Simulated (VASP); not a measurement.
Computed with r2SCAN meta-GGA, VASP's PBE PAW potentials (set 64) (plane waves; VASP).

The input files of a VASP run:

POSCAR:
```
ZrB2
1
    1.5830406730    -2.7419073441     0.0000000000
    1.5830406730     2.7419073441     0.0000000000
    0.0000000000     0.0000000000     3.5563924914
Zr B
1 2
Direct
  1.0000000000   1.0000000000   0.0000000000
  0.3333330000   0.6666670000   0.5000000000
  0.6666670000   0.3333330000   0.5000000000
```

### INCAR
```
# general
SYSTEM  = ZrB2
PREC    = Accurate
ENCUT   = 520   # plane-wave cut-off (eV)
LREAL   = .FALSE.
LASPH   = .TRUE.

# electronic loop
EDIFF   = 1E-7   # SCF stop (eV)
NELM    = 100   # most electronic steps
ALGO    = Normal   # blocked Davidson
LMAXMIX = 4   # l cut-off of mixed one-centre charges
LMIXTAU = .TRUE.

# smearing
ISMEAR  = 1
SIGMA   = 0.1   # width (eV)

# functional
METAGGA = R2SCAN

# ions
IBRION  = 2   # conjugate gradients
NSW     = 30
ISIF    = 4
EDIFFG  = -0.01

# output
LWAVE   = .FALSE.
LCHARG  = .FALSE.
```

**KPOINTS**
```
Automatic mesh
0
Gamma
11 11 9
0 0 0
```

POTCAR, in this order: Zr_sv B (PBE.64 set). Program: vasp_std.

The resulting files:

File OSZICAR:
```
       N       E                     dE             d eps       ncg     rms          rms(c)
DAV:   1     0.956142670838E+02    0.95614E+02   -0.10161E+04  2080   0.142E+03
DAV:   2    -0.427532082288E+02   -0.13837E+03   -0.13357E+03  2428   0.347E+02
DAV:   3    -0.493128583035E+02   -0.65597E+01   -0.64440E+01  3438   0.638E+01
DAV:   4    -0.494715285744E+02   -0.15867E+00   -0.15850E+00  2652   0.974E+00
DAV:   5    -0.494765002184E+02   -0.49716E-02   -0.49712E-02  3232   0.126E+00    0.233E+01
DAV:   6    -0.405292178598E+02    0.89473E+01   -0.81908E+00  2790   0.262E+01    0.768E+00
DAV:   7    -0.404428005777E+02    0.86417E-01   -0.95043E-01  2626   0.107E+01    0.152E+00
DAV:   8    -0.403501973512E+02    0.92603E-01   -0.91690E-01  2523   0.973E+00    0.998E-01
DAV:   9    -0.404722377401E+02   -0.12204E+00   -0.39604E-02  2789   0.220E+00    0.797E-01
DAV:  10    -0.405879472244E+02   -0.11571E+00   -0.91554E-02  2505   0.365E+00    0.231E-01
DAV:  11    -0.406145308627E+02   -0.26584E-01   -0.51040E-03  2616   0.782E-01    0.157E-01
DAV:  12    -0.406295642453E+02   -0.15033E-01   -0.40811E-02  2255   0.198E+00    0.194E-01
DAV:  13    -0.406374706823E+02   -0.79064E-02   -0.36935E-03  2560   0.566E-01    0.109E-01
DAV:  14    -0.406399979276E+02   -0.25272E-02   -0.73271E-04  2415   0.246E-01    0.236E-02
DAV:  15    -0.406410574627E+02   -0.10595E-02   -0.82209E-04  2350   0.273E-01    0.220E-02
DAV:  16    -0.406410732452E+02   -0.15783E-04   -0.35683E-05  3006   0.568E-02    0.106E-02
DAV:  17    -0.406410691245E+02    0.41207E-05   -0.22736E-06  2685   0.132E-02    0.760E-03
DAV:  18    -0.406410745024E+02   -0.53779E-05   -0.61438E-06  2400   0.271E-02    0.239E-03
DAV:  19    -0.406410784875E+02   -0.39851E-05   -0.87123E-07  2515   0.129E-02    0.232E-03
DAV:  20    -0.406410775665E+02    0.92102E-06   -0.24677E-07  2091   0.580E-03    0.235E-03
DAV:  21    -0.406410787442E+02   -0.11777E-05   -0.11457E-07  1203   0.349E-03    0.507E-04
DAV:  22    -0.406410788115E+02   -0.67284E-07   -0.40343E-08  1135   0.218E-03
   1 F= -.40641079E+02 E0= -.40641090E+02  d E =-.406411E+02
       N       E                     dE             d eps       ncg     rms          rms(c)
DAV:   1    -0.406412908719E+02   -0.21213E-03   -0.13460E-02  2220   0.118E+00    0.789E-02
DAV:   2    -0.406411470830E+02    0.14379E-03   -0.32395E-04  2350   0.155E-01    0.447E-02
DAV:   3    -0.406411323560E+02    0.14727E-04   -0.16638E-04  2295   0.138E-01    0.118E-02
DAV:   4    -0.406411507596E+02   -0.18404E-04   -0.35570E-05  2450   0.646E-02    0.550E-03
DAV:   5    -0.406411499766E+02    0.78302E-06   -0.20330E-05  2310   0.483E-02    0.276E-03
DAV:   6    -0.406411555686E+02   -0.55921E-05   -0.38759E-06  2180   0.203E-02    0.122E-03
DAV:   7    -0.406411561350E+02   -0.56633E-06   -0.35143E-07  2495   0.669E-03    0.445E-04
DAV:   8    -0.406411560926E+02    0.42398E-07   -0.23684E-08  1080   0.174E-03
   2 F= -.40641156E+02 E0= -.40641175E+02  d E =-.772811E-04
```

File OUTCAR:
```
------------------------ aborting loop because EDIFF is reached ----------------------------------------
  FORCE on cell =-STRESS in cart. coord.  units (eV):
  Direction    XX          YY          ZZ          XY          YZ          ZX
  --------------------------------------------------------------------------------------
  Total       -0.0209572     -0.0209572     -0.0081175      0.0000000     -0.0000000      0.0000000
  in kB       -1.0875774     -1.0875777     -0.4212572      0.0000000     -0.0000000      0.0000000
  external PRESSURE =      -0.8654708 kB  Pullay stress =       0.0000000 kB
  volume of cell :       30.87
      direct lattice vectors                 reciprocal lattice vectors
     1.584114779 -2.743767751  0.000000000     0.315633694 -0.182231167 -0.000000000
     1.584114779  2.743767751  0.000000000     0.315633694  0.182231167 -0.000000000
     0.000000000 -0.000000000  3.551571316    -0.000000000  0.000000000  0.281565513
 POSITION                                       TOTAL-FORCE (eV/Angst)
 -----------------------------------------------------------------------------------
      3.16823     -0.00000      3.55157        -0.000000      0.000000      0.000000
      1.58411      0.91459      1.77579         0.000000     -0.000000      0.000000
      1.58411     -0.91459      1.77579        -0.000000      0.000000     -0.000000
 -----------------------------------------------------------------------------------
    total drift:                                0.000000      0.000000     -0.000000
  FREE ENERGIE OF THE ION-ELECTRON SYSTEM (eV)
  ---------------------------------------------------
  free  energy   TOTEN  =       -40.6411560926 eV

  energy  without entropy=      -40.6412123615  energy(sigma->0) =      -40.64117485

 reached required accuracy - stopping structural energy minimisation
```
(Selected blocks of OUTCAR.)

File CONTCAR:
```
ZrB2
   1.00000000000000
     1.5841147789456977   -2.7437677509644560    0.0000000000000000
     1.5841147789456977    2.7437677509644560    0.0000000000000000
     0.0000000000000000   -0.0000000000000000    3.5515713158045989
  Zr              B
     1     2
Direct
     1.0000000000000000    1.0000000000000000    1.0000000000000000
     0.3333330000000032    0.6666669999999968    0.5000000000000000
     0.6666669999999968    0.3333330000000032    0.5000000000000000
```

The compound is ZrB2 in the AlB2 type structure. This run relaxes it. Symmetry was kept, so distortions that lower it aren't found.
